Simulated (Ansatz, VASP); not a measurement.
# Cross-check of MoS2 between VASP and Ansatz, part 2 of 2

One calculation is typed for both programs; each brings its own data sets. How far apart do they land? The structure shown is the end of the Ansatz relaxation below.

VASP 6.6.1 and Ansatz 0.2.0.

So far. Step 4 (Differences): The largest component of a force difference here is 14 meV/Å. A gap on the mesh is an upper bound, since the band edges may lie between its points.

**5. Ansatz: relaxation, PBE with D3(BJ)**

Level of this step: Ansatz beside VASP: Kohn-Sham DFT, plane waves, PBE with D3(BJ) (Ansatz).

This run makes the geometry at which the two programs are then compared. The cell compared in this pair holds 157.72 Å³, against 152.17 Å³ for the pair before.

The structure compared here is the end of the Ansatz relaxation.

input.yaml

```yaml
crystal:
  lattice:
    - [3.137359375, 0.0, 0.0]
    - [-1.5686796875, 2.7170329196, 0.0]
    - [0.0, 0.0, 18.35075166]
  atoms:
    - { symbol: Mo, position: [0.0, 0.0, 0.9999832] }
    - { symbol: Mo, position: [0.6666667, 0.3333333, 0.3333165] }
    - { symbol: Mo, position: [0.3333333, 0.6666667, 0.6666499] }
    - { symbol: S, position: [0.0, 0.0, 0.2464551] }
    - { symbol: S, position: [0.0, 0.0, 0.4202617] }
    - { symbol: S, position: [0.6666667, 0.3333333, 0.5797885] }
    - { symbol: S, position: [0.6666667, 0.3333333, 0.753595] }
    - { symbol: S, position: [0.3333333, 0.6666667, 0.9131218] }
    - { symbol: S, position: [0.3333333, 0.6666667, 0.0869283] }
kpoints:
  mp_grid: { grid: [10, 10, 2] }
scf:
  occupations: { method: fermi_dirac, width: 0.02 }
hamiltonian:
  xc: pbe
  pseudopotentials: { kind: paw, azcp: { folder: soft_1 } }
  dispersion: d3bj
basis:
  ecutwfc: 600
output:
  forces: true
  stress: true
relax:
  f_tol: 0.005
  max_steps: 70
  cell: { stress_tol: 0.02, p_target: 0, fix: [c, alpha, beta, gamma] }
```

Launch:

```sh
$ ansatz run input.yaml --threads 4 --pin off --max-ram 10240MiB --backend cpu --events-out ev --progress --plain --runs-dir out
```

Numbers of over 12 decimals in the logs are rounded to 6 here.

What it wrote:

```text
[...]
Crystal: 9 atoms, lattice volume = 156.427 Å³
Basis set: ecut = 600 eV, 5245 PW (Γ), exchange–correlation on 54×54×300 points (8 copies of the dense FFT grid, shifted against one another)
Bands: 48, of which v1, the nominal top of the filled ones, is band 39 counted from 1 (38 counted from 0)
Symmetry: 6 space group operations
[...]
- { symbol: Mo, position: [0.333333, 0.666667, 0.666657] }
    - { symbol: S, position: [2.2535883893278184e-11, -2.2535882198273088e-11, 0.247962] }
    - { symbol: S, position: [-4.85985834900848e-11, 4.8598581786662554e-11, 0.418747] }
    - { symbol: S, position: [0.666667, 0.333333, 0.581295] }
    - { symbol: S, position: [0.666667, 0.333333, 0.752081] }
    - { symbol: S, position: [0.333333, 0.666667, 0.914629] }
    - { symbol: S, position: [0.333333, 0.666667, 0.085414] }
[key lines of the parts left out:]
SCF converged after 5 iterations
Free energy (F): -20292.252593 eV
Fermi energy:    11.655747 eV
P = ⅓ Tr σ = -0.3067 GPa (-3.067 kbar)
```

**6. VASP: single point, PBE with D3(BJ), pair 2**

The same cell, functional, mesh and smearing now go to VASP, with its own data sets.

INCAR

```
SYSTEM = MoS2
PREC = Accurate
ENCUT = 500
EDIFF = 1E-06
NELM = 120
ISMEAR = -1
SIGMA = 0.02
LREAL = .FALSE.
ALGO = Normal
GGA = PE
IVDW = 12
NBANDS = 48
LASPH = .TRUE.
LORBIT = 11
LWAVE = .FALSE.
LCHARG = .FALSE.
ISIF = 2
GGA_COMPAT = .FALSE.
EFERMI = MIDGAP
KPAR = 2
```

POSCAR

```
MoS2
1.0
    3.1503363846      0.0000000000      0.0000000000
   -1.5751681923      2.7282713396      0.0000000000
    0.0000000000      0.0000000000     18.3507516600
Mo S
3 6
Direct
    0.0000000000      1.0000000000      0.9999906836
    0.6666666667      0.3333333333      0.3333240169
    0.3333333334      0.6666666666      0.6666573502
    0.0000000000      1.0000000000      0.2479621239
    0.0000000000      1.0000000000      0.4187471925
    0.6666666667      0.3333333333      0.5812954573
    0.6666666667      0.3333333333      0.7520805258
    0.3333333334      0.6666666666      0.9146287906
    0.3333333334      0.6666666666      0.0854138591
```

KPOINTS

```
Automatic mesh
0
Gamma
10 10 2
0 0 0
```

The projector-augmented-wave data sets are Mo_sv and S (PBE family, release 64).

Launch:

```sh
$ mpirun -np 2 vasp_std
```

What it wrote:

```text
[... set-up lines as in an earlier step ...]
 entering main loop
       N       E                     dE             d eps       ncg     rms          rms(c)
DAV:   1     0.684052255166E+03    0.68405E+03   -0.41487E+04  2904   0.150E+03
DAV:   2    -0.273866590295E+02   -0.71144E+03   -0.68737E+03  3224   0.396E+02
DAV:   3    -0.685940554980E+02   -0.41207E+02   -0.40555E+02  3320   0.842E+01
DAV:   4    -0.696637779205E+02   -0.10697E+01   -0.10625E+01  3344   0.133E+01
[...]
DAV:  14    -0.653629641822E+02   -0.36182E-05   -0.18641E-05  3152   0.210E-02    0.345E-02
DAV:  15    -0.653629654571E+02   -0.12748E-05   -0.36849E-06  2792   0.839E-03    0.108E-02
DAV:  16    -0.653629648534E+02    0.60368E-06   -0.17759E-06  2264   0.671E-03
   1 F= -.69250424E+02 E0= -.69250424E+02  d E =-.338533E-11
```

From OUTCAR (step 6):

```text
 Edisp (eV)   -3.88746

  Total      -0.10858    -0.10858    -1.06998     0.00000     0.00000     0.00000
  in kB      -1.10300    -1.10300   -10.86900     0.00000     0.00000     0.00000
  external pressure =       -4.36 kB  Pullay stress =        0.00 kB

 POSITION                                       TOTAL-FORCE (eV/Angst)
 -----------------------------------------------------------------------------------
      0.00000      0.00000     18.35058        -0.000000      0.000000      0.000457
      1.57517      0.90942      6.11675        -0.000000      0.000000      0.000457
      0.00000      1.81885     12.23366        -0.000000      0.000000      0.000457
      0.00000      0.00000      4.55029         0.000000     -0.000000      0.012398
      0.00000      0.00000      7.68433        -0.000000     -0.000000     -0.012855
      1.57517      0.90942     10.66721         0.000000     -0.000000      0.012398
      1.57517      0.90942     13.80124         0.000000     -0.000000     -0.012855
      0.00000      1.81885     16.78413         0.000000     -0.000000      0.012398
      0.00000      1.81885      1.56741         0.000000      0.000000     -0.012855
 -----------------------------------------------------------------------------------
    total drift:                               -0.000002      0.000001      0.000134

  FREE ENERGIE OF THE ION-ELECTRON SYSTEM (eV)
  ---------------------------------------------------
  free  energy   TOTEN  =       -69.2504235246 eV

  energy  without entropy=      -69.2504235246  energy(sigma->0) =      -69.25042352

[... 1 part as in an earlier step ...]

[... 2 further parts left out ...]
[key lines of the parts left out:]
E-fermi :   8.2080
```

The run ends at a pressure of -0.44 GPa, with forces up to 0.013 eV/Å.

**7. Differences**

Both answers:

```
              quantity  Ansatz   VASP  difference
        pressure (GPa)   -0.31  -0.44       +0.13
gap on the k mesh (eV)   0.906  0.921      -0.016
```

The largest component of a force difference here is 13 meV/Å. A gap on the mesh is an upper bound, since the band edges may lie between its points.

**8. Summary of results**

| Quantity | Value |
| --- | --- |
| difference in gap on the k mesh (single point, PBE with D3(BJ), pair 1) | -0.019 eV |
| r.m.s. force difference (single point, PBE with D3(BJ), pair 1) | 6.6 meV/Å |
| difference in gap on the k mesh (single point, PBE with D3(BJ), pair 2) | -0.016 eV |

In words: The r.m.s. force difference is 6.6 meV/Å (single point, PBE with D3(BJ), pair 1), within the 12 meV/Å picked in this series as the mark of a large difference. How closely two codes agree says nothing of how well the functional describes the real material.

[Lines on the potential files, build, host, timing and source positions are cut from VASP's logs without a mark.]

[Logs are printed without paths, hosts, clocks, repeated set-up lines and the standing remarks that a program may print on its own settings, such as how far it seeks lower states.]

[Hosts, paths, dates, database ids (printed as entryN), source tags and the programs' standing remarks are cut or masked in the printed files.]
